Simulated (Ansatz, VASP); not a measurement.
# SiO2 (Stishovite) in two plane-wave programs

Aim: how closely do two programs agree when they are given the same cell, functional and k mesh? The cell is taken from a series of runs on this material, whose earlier steps may have relaxed, scaled, displaced or heated it; both programs get it as it stands.

Calculated with Ansatz 0.2.0; plane waves, with VASP 6.6.1 beside it; G0W0 gap at PBE.

## (1) Set-up

Symmetry: P4_2/mnm, No. 136, tetragonal system. Conventional cell: a = 4.344 Å, b = 4.344 Å, c = 2.665 Å, α = 90.00°, β = 90.00°, γ = 90.00°. Nearest to Si lie 6 O at 1.77 to 1.91 Å. Nearest to O lie 3 Si at 1.77 to 1.91 Å. Farther neighbours and most contacts between anions are not listed.

As a file:

```cif
data_structure
_symmetry_space_group_name_H-M 'P 1'
_symmetry_Int_Tables_number 1
_cell_length_a 4.3444
_cell_length_b 4.3444
_cell_length_c 2.6652
_cell_angle_alpha 90.000
_cell_angle_beta 90.000
_cell_angle_gamma 90.000
_cell_volume 50.30
loop_
_atom_site_label
_atom_site_type_symbol
_atom_site_fract_x
_atom_site_fract_y
_atom_site_fract_z
_atom_site_occupancy
Si1 Si 0.00000 0.00000 0.00000 1
Si2 Si 0.50000 0.50000 0.50000 1
O3 O 0.31043 0.31043 0.00000 1
O4 O 0.18957 0.81043 0.50000 1
O5 O 0.68957 0.68957 0.00000 1
O6 O 0.81043 0.18957 0.50000 1
```

## (2) Ansatz: G0W0 gap, PBE

Ansatz runs on its PAW soft_1 files.

Quasiparticle shifts depend on high empty states and on the cores, so they are the hardest test of two PAW sets.

input.yaml reads:

```yaml
crystal:
  lattice:
    - [4.344392, 0.0, 0.0]
    - [0.0, 4.344392, 0.0]
    - [0.0, 0.0, 2.6652]
  atoms:
    - { symbol: Si, position: [0.0, 0.0, 0.0] }
    - { symbol: Si, position: [0.5, 0.5, 0.5] }
    - { symbol: O, position: [0.3104295692, 0.3104295692, 0.0] }
    - { symbol: O, position: [0.1895704308, 0.8104295692, 0.5] }
    - { symbol: O, position: [0.6895704308, 0.6895704308, 0.0] }
    - { symbol: O, position: [0.8104295692, 0.1895704308, 0.5] }
kpoints:
  mp_grid: { grid: [4, 4, 6] }
hamiltonian:
  xc: pbe
  pseudopotentials: { kind: paw, azcp: { folder: soft_1 } }
scf:
  occupations: { method: fixed }
gw:
  n_empty_bands: 174
  ecut_chi: 140
  qp_bands: [v2, c2]
  qp_kpoints: band_edges
  screening: { model: contour_deformation }
```

Command:

```
ansatz run input.yaml --threads 3 --pin off --max-ram 92160MiB --backend cuda --events-out ev --progress --plain --runs-dir out --devices 1 --max-vram 13GiB
```

Numbers of over 12 decimals in the logs are rounded to 6 here.

Output:

```text
GPUs: using 1 of 1 available (devices: 1).
Engine: ansatz 0.2.0, x86_64-unknown-linux-gnu
Pseudopotentials: kind: paw
Pseudopotential: Si, paw, valence charge 4, recommended cutoff 420 eV (normal), soft_1/Si.paw.azcp
Pseudopotential: O, paw, valence charge 6, recommended cutoff 420 eV (normal), soft_1/O.paw.azcp
Functional definition: PBE
  parameter kappa = 0.804
  parameter beta = 0.066725
  exchange = pbe_x(kappa = kappa, mu = beta*pi^2/3)
  correlation = pbe_c(beta = beta)
device memory: the entry about to start is reckoned to put 0.6 GiB on a device that reports 47.4 GiB free (of which the cap on the GPU budget leaves the run 13.0 GiB)
GPU FFT provider: cuFFT
GPU libraries: cuBLAS 13.8.2, cuFFT 12.4.0, cuSOLVER 12.3.4
Crystal: 6 atoms, lattice volume = 50.302 Å³
Basis set: ecut = 420 eV, 1017 PW (Γ)
Bands: 22, of which v1, the nominal top of the filled ones, is band 16 counted from 1 (15 counted from 0)
Symmetry: 16 space group operations
Space group: P42/mnm (ITA 136), of the structure as read, at distance tolerance 3.7e-5 Å
k-points: 24 of 96
Non-local potential: Si, projectors of the file, l = 0: 2, l = 1: 2, l = 2: 1
Non-local potential: O, projectors of the file, l = 0: 2, l = 1: 2, l = 2: 1
PAW form: soft (Blöchl's): semilocal exchange-correlation on the pseudo side does not see the compensation charge
PAW one-centre angular grid: Si, 110 points (default); XC on 64 Gauss nodes
PAW one-centre angular grid: O, 110 points (default); XC on 64 Gauss nodes
Initial density: superposition of atomic densities (chi_scale 0.1, normalization cell, long waves kept (reshape's long-wave potential 0.00 eV rms))
Initial wavefunctions: pseudopotential atomic-orbital guess
GPU buffer pool allocated for 16200 grid points (all kernels)
GPU transforms: local potential and band sums: pruned to the plane-wave sphere, on 30×30×18
Functional: x = pbe(κ = 0.804, μ = 0.219515), c = pbe(β = 0.066725)
SCF iter   1: F=—  HF=-3549.027842 eV  |F-HF|=—  |Δ(HF+E_count)|=         —  Δρ=1.37e-1  dr2=7.92e0  ethr=3.10e-3  ⟨swp⟩=4.1  Hψ=2359  notcnv=0  defer=95
preconditioner: auto → none  [insulator: Δε(μ)=5.800 eV  Ē_g=18.665 eV  n_scr=10 (ndim 8)  ℏωp=29.6 eV  f_vac=0.000  ε∞_Penn≈3.5]
SCF iter   2: F=—  HF=-3547.121489 eV  |F-HF|=—  |Δ(HF+E_count)|=    1.91e0  Δρ=6.59e-2  dr2=8.53e-1  ethr=3.10e-3  ⟨swp⟩=3.2  Hψ=1306  notcnv=0  defer=90
SCF iter   3: F=—  HF=-3546.932519 eV  |F-HF|=—  |Δ(HF+E_count)|=   1.89e-1  Δρ=2.32e-2  dr2=9.76e-2  ethr=2.67e-3  ⟨swp⟩=2.8  Hψ=1061  notcnv=0  defer=95
SCF iter   4: F=—  HF=-3546.962644 eV  |F-HF|=—  |Δ(HF+E_count)|=   3.01e-2  Δρ=1.57e-3  dr2=6.78e-4  ethr=3.05e-4  ⟨swp⟩=2.2  Hψ=560  notcnv=0  defer=96
SCF iter   5: F=—  HF=-3546.963029 eV  |F-HF|=—  |Δ(HF+E_count)|=   3.85e-4  Δρ=2.17e-4  dr2=7.39e-6  ethr=2.12e-6  ⟨swp⟩=2.1  Hψ=874  notcnv=0  defer=96
SCF iter   6: F=—  HF=-3546.963042 eV  |F-HF|=—  |Δ(HF+E_count)|=   1.32e-5  Δρ=4.29e-5  dr2=3.47e-7  ethr=2.31e-8  ⟨swp⟩=2.0  Hψ=911  notcnv=0  defer=56
SCF iter   7: F=-3546.963043 eV  HF=-3546.963043 eV  |F-HF|=2.26e-9  |Δ(HF+E_count)|=   3.52e-7  Δρ=4.71e-6  dr2=3.65e-9  ethr=3.13e-10  ⟨swp⟩=9.6  Hψ=2378  notcnv=0
SCF 1 converged in 7 iterations: F = -3546.963043 eV  dr2 = 3.65e-9
  greatest PAW one-centre occupation: 0.858 electrons in one spin orbital (limit 2), on the O atom at site 4 (counted from 0), in its partial waves of l = 0
device memory: the entry about to start is reckoned to put 0.7 GiB on a device that reports 47.3 GiB free (of which the cap on the GPU budget leaves the run 13.0 GiB)
NSCF: frozen V_eff on 24 k-points, pencils in batches of 32, up to order 88
the band table was solved once the SCF had ended and its energy, with any forces and stress, was formed, with the checks that follow a solve (2632 applications of the Hamiltonian). They found nothing against the state; the energy, forces and stress were not computed again (output.eigenvalues in the input reference)
device memory: the entry about to start is reckoned to put 2.6 GiB on a device that reports 45.9 GiB free (of which the cap on the GPU budget leaves the run 13.0 GiB)
NSCF: frozen V_eff on 24 k-points
G₀W₀ screening: q 1/24
[... further progress lines ...]
SCF converged after 7 iterations
Free energy (F): -3546.963043 eV
Harris-Foulkes:  -3546.963043 eV  (|F-HF|=2.26e-9)
Internal energy: -3546.963043 eV  (E = F + TS)
E sigma→0 (E₀):  -3546.963043 eV
Fermi energy:    9.194043 eV
--- Per-component energies (eV) ---
  E_band       = 34.611693
  E_kinetic    = 778.959286
  E_local      = -1270.023046  (includes V_loc(G=0)·N_el)
  E_nonlocal   = 248.230397
  E_hartree    = 462.488719
  E_xc         = -403.189940
  E_vxc        = -467.071637  (∫ρ·V_xc dr)
  E_paw        = -1676.862325  (= ΣΔE_a)
  E_vpaw       = -180.462354  (= ΣTr[D̂ρ^β])
  E_aug_tail   = 0.003253  (compensation charges beyond the density's cutoff)
  E_ewald      = -1686.569386
  E_smearing   = -0.000000  (= −TS)
  E_closure    = 0.000000  (closes the sum)
  Σ components = -3546.963043   (vs F -3546.963043, Δ=0.00e0)
--- Band table (eV; the first three rows and the last of 24) ---
  k-point 0: bands = [... 12 lower, 6.7799, 8.3970, 8.3970, 9.1940, 13.8506, 16.1102, 17.7155, 17.7155, ... 2 higher]
  k-point 1: bands = [... 12 lower, 5.5618, 8.1726, 8.1726, 8.9581, 15.0451, 17.7083, 19.0164, 19.0164, ... 2 higher]
  k-point 2: bands = [... 12 lower, 5.1876, 7.4486, 7.4486, 8.1220, 16.3811, 18.6864, 19.5878, 20.3938, ... 2 higher]
  k-point 23: bands = [... 12 lower, 7.4236, 7.4236, 7.8727, 7.8727, 15.7901, 15.7901, 19.2826, 19.2826, ... 2 higher]
--- G₀W₀: contour deformation, 6 samples at zero and on the imaginary axis and 2 off it, 96 q-points, 174 empty bands' worth ---
  eigenvalues of the whole cell's RPA ε∞ on this k-mesh (on a slab, of 1 + 4πα/V) = 3.3231, 3.3231, 3.4332; static W/v taken at q = 0 is 0.297372
  gw.qp_kpoints: band_edges: 5 of 24 stored k-points solved, in 1 pass; an edge of the gap read off the rows below is read off those points alone
    valence top: of the k-points left out ik 5 came nearest to being solved in a further pass, in band 16 (counted from 1, as in the quasiparticle table): it holds the edge there only if its correction is more favourable than any solved in that band by at least 0.506 eV; those differ by 0.301 eV
    conduction bottom: of the k-points left out ik 12 came nearest to being solved in a further pass, in band 17 (counted from 1, as in the quasiparticle table): it holds the edge there only if its correction is more favourable than any solved in that band by at least 1.387 eV; those differ by 0.161 eV
    ik  band        ε_KS         Σx   Σc(E_QP)       V_xc       Z   E_QP_lin       E_QP  E_QP is
     0    15      8.3970   -27.4664     4.4821   -21.8404  0.8054     7.2444     7.2530  root
     0    16      9.1940   -28.0154     4.8219   -22.0326  0.8024     8.0239     8.0331  root
     0    17     13.8506   -13.6071    -4.1689   -19.2554  0.8408    15.3399    15.3300  root
     0    18     16.1102    -8.2629    -4.5950   -14.1826  0.8518    17.4438    17.4348  root
     1    15      8.1726   -27.2921     4.5363   -21.5687  0.8046     6.9759     6.9855  root
     1    16      8.9581   -27.8071     4.8557   -21.7458  0.8019     7.7424     7.7526  root
     1    17     15.0451   -14.0423    -4.2621   -19.9452  0.8341    16.6992    16.6858  root
     1    18     17.7083   -10.1914    -4.8475   -16.6980  0.8355    19.3841    19.3673  root
     4    15      8.2743   -27.3775     4.5386   -21.6644  0.8045     7.0904     7.0998  root
     4    16      8.7607   -27.5197     4.7823   -21.5211  0.8022     7.5341     7.5445  root
     4    17     14.7840   -13.9086    -4.1779   -19.6520  0.8361    16.3612    16.3495  root
     4    18     16.4491    -9.2501    -4.6446   -15.3304  0.8460    17.8959    17.8849  root
    20    15      7.1218   -26.3893     5.0457   -19.8812  0.7961     5.6414     5.6594  root
    20    16      7.1218   -26.3893     5.0457   -19.8812  0.7961     5.6414     5.6594  root
    20    17     15.9988   -11.4966    -4.6405   -17.7481  0.8385    17.6240    17.6098  root
    20    18     15.9988   -11.4966    -4.6405   -17.7481  0.8385    17.6240    17.6098  root
    23    15      7.8727   -27.2284     5.0103   -20.8707  0.7982     6.5113     6.5253  root
    23    16      7.8727   -27.2284     5.0103   -20.8707  0.7982     6.5113     6.5253  root
    23    17     15.7901   -11.6269    -4.4884   -17.7136  0.8406    17.4017    17.3885  root
    23    18     15.7901   -11.6269    -4.4884   -17.7136  0.8406    17.4017    17.3885  root
```

Reading the cycles: dr2 is the Hartree energy of the density residual (eV), the measure of convergence; HF is the Harris–Foulkes estimate of the energy, which meets the free energy F at convergence.

[end of part 1 of 2]

[Lines on the potential files, build, host, timing and source positions are cut from VASP's logs without a mark.]

[Logs are printed without paths, hosts, clocks, repeated set-up lines and the standing remarks that a program may print on its own settings, such as how far it seeks lower states.]

[Hosts, paths, dates, database ids (printed as entryN), source tags and the programs' standing remarks are cut or masked in the printed files.]
